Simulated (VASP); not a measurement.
Level of theory: PBE GGA, VASP's PBE PAW potentials (set 64) (plane waves; VASP).

Input for VASP

INCAR:
```
ALGO  =  Normal
EDIFF  =  1E-6
EDIFFG  =  -0.02
ENCUT  =  400
GGA  =  PE
IBRION  =  2
ISIF  =  3
ISMEAR  =  1
LASPH  =  .TRUE.
LCHARG  =  .FALSE.
LMAXMIX  =  4
LREAL  =  .FALSE.
LWAVE  =  .FALSE.
NELM  =  100
NSW  =  60
PREC  =  Accurate
SIGMA  =  0.1
SYSTEM  =  MoSi2
```

**POSCAR**
```
MoSi2
1
   -1.6081683245     1.6081683245     3.9339107380
    1.6081683245    -1.6081683245     3.9339107380
    1.6081683245     1.6081683245    -3.9339107380
Si Mo
2 1
Direct
  0.6649019934   0.6649019934   0.0000000000
  0.3350980066   0.3350980066   0.0000000000
  0.0000000000   0.0000000000   0.0000000000
```

KPOINTS:
```
Automatic mesh
0
Gamma
12 12 12
0 0 0
```

POTCAR, in this order: Si Mo_sv (PBE.64 set). Program: vasp_std.

The resulting files:

File OSZICAR:
```
       N       E                     dE             d eps       ncg     rms          rms(c)
DAV:   1     0.983625629971E+02    0.98363E+02   -0.10016E+04  4970   0.114E+03
DAV:   2    -0.219741205263E+02   -0.12034E+03   -0.11881E+03  6101   0.296E+02
DAV:   3    -0.241647761655E+02   -0.21907E+01   -0.21601E+01  6507   0.372E+01
DAV:   4    -0.241743174854E+02   -0.95413E-02   -0.95383E-02  5744   0.293E+00
DAV:   5    -0.241744009088E+02   -0.83423E-04   -0.83415E-04  6556   0.238E-01    0.210E+01
DAV:   6    -0.234249383885E+02    0.74946E+00   -0.76631E+00  5688   0.188E+01    0.456E+00
DAV:   7    -0.232936304311E+02    0.13131E+00   -0.11766E+00  5493   0.688E+00    0.438E+00
DAV:   8    -0.232586108614E+02    0.35020E-01   -0.12247E-01  5835   0.289E+00    0.454E-01
DAV:   9    -0.232579090073E+02    0.70185E-03   -0.22682E-03  6010   0.420E-01    0.252E-01
DAV:  10    -0.232578709084E+02    0.38099E-04   -0.73792E-04  5891   0.253E-01    0.572E-02
DAV:  11    -0.232578570798E+02    0.13829E-04   -0.28592E-04  5723   0.133E-01    0.424E-02
DAV:  12    -0.232578512049E+02    0.58749E-05   -0.30269E-05  5626   0.404E-02    0.102E-02
DAV:  13    -0.232578507501E+02    0.45478E-06   -0.12162E-06  3433   0.711E-03
   1 F= -.23257851E+02 E0= -.23257689E+02  d E =-.232579E+02
```

OUTCAR:
```
------------------------ aborting loop because EDIFF is reached ----------------------------------------
  FORCE on cell =-STRESS in cart. coord.  units (eV):
  Direction    XX          YY          ZZ          XY          YZ          ZX
  --------------------------------------------------------------------------------------
  Total       -0.0244652     -0.0244652      0.0439187      0.0000000     -0.0000000      0.0000000
  in kB       -0.9631913     -0.9631913      1.7290681      0.0000000     -0.0000000      0.0000000
  external PRESSURE =      -0.0657715 kB  Pullay stress =       0.0000000 kB
  volume of cell :       40.70
      direct lattice vectors                 reciprocal lattice vectors
    -1.608168325  1.608168325  3.933910738     0.000000000  0.310912727  0.127099986
     1.608168325 -1.608168325  3.933910738     0.310912727  0.000000000  0.127099986
     1.608168325  1.608168325 -3.933910738     0.310912727  0.310912727  0.000000000
 POSITION                                       TOTAL-FORCE (eV/Angst)
 -----------------------------------------------------------------------------------
      0.00000      0.00000      5.23133        -0.000000     -0.000000      0.012313
      0.00000      0.00000      2.63649         0.000000      0.000000     -0.012313
      0.00000      0.00000      0.00000         0.000000      0.000000      0.000000
 -----------------------------------------------------------------------------------
    total drift:                                0.000000     -0.000000      0.000000
  FREE ENERGIE OF THE ION-ELECTRON SYSTEM (eV)
  ---------------------------------------------------
  free  energy   TOTEN  =       -23.2578507501 eV

  energy  without entropy=      -23.2573643256  energy(sigma->0) =      -23.25768861

 reached required accuracy - stopping structural energy minimisation
```
(Selected blocks of OUTCAR.)

The compound is MoSi2 in the MoSi2 type structure. It was relaxed first. The start is the result of an earlier pass.
